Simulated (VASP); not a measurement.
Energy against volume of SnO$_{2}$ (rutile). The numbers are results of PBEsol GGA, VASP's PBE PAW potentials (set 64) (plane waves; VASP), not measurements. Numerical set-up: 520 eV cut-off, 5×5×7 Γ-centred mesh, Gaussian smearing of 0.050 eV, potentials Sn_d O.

Shape and ions are relaxed at each volume.

| V (Å³/atom) | E (eV/atom) |
|---|---|
| 11.845 | -6.60426 |
| 12.211 | -6.61173 |
| 12.577 | -6.60636 |
| 12.944 | -6.59042 |

Question: Fit these four points and predict the energy of the run at 11.478 Å³/atom.

Answer: A cubic in V^(−2/3), the third-order Birch-Murnaghan form, passes through the four points with V0 = 12.23 Å³/atom and B0 = 185 GPa, and gives -6.5811 eV/atom there. The run gave -6.5813 eV/atom, -0.2 meV/atom from the fit; all five points give B0 = 185 GPa.

The compound is SnO2 in the rutile structure. It was relaxed first.
